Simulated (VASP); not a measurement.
Given:

```
CELL_PARAMETERS angstrom
      0.00000     2.79000     2.79000
      2.79000     0.00000     2.79000
      2.79000     2.79000     0.00000
ATOMIC_POSITIONS crystal
  Ca 0.00000 0.00000 0.00000
```

Calculation: vdW-DF2, VASP's PBE PAW potentials (set 64) (plane waves; VASP). Run with 520 eV cut-off, 10×10×10 Γ-centred mesh, first-order Methfessel-Paxton smearing of 0.10 eV, potentials Ca_sv.

Energy and stress use the plane-wave basis of the starting cell.

Question: The ions, cell shape and volume are relaxed. What does this cell relax into?

Answer: 
```
CELL_PARAMETERS angstrom
      0.00000     2.74580     2.74580
      2.74580     0.00000     2.74580
      2.74580     2.74580     0.00000
ATOMIC_POSITIONS crystal
  Ca 0.00000 0.00000 0.00000
```
Space group Fm-3m (225), at a tolerance of 0.03 Å.

Question: How do energy and volume change from the first to the last step?

Answer: The energy (σ→0) changes by -4.8 meV/atom and the volume by -4.7 %, in 3 ionic steps.

The compound is Ca in the fcc structure. This run relaxes it. Symmetry was kept, so distortions that lower it aren't found.
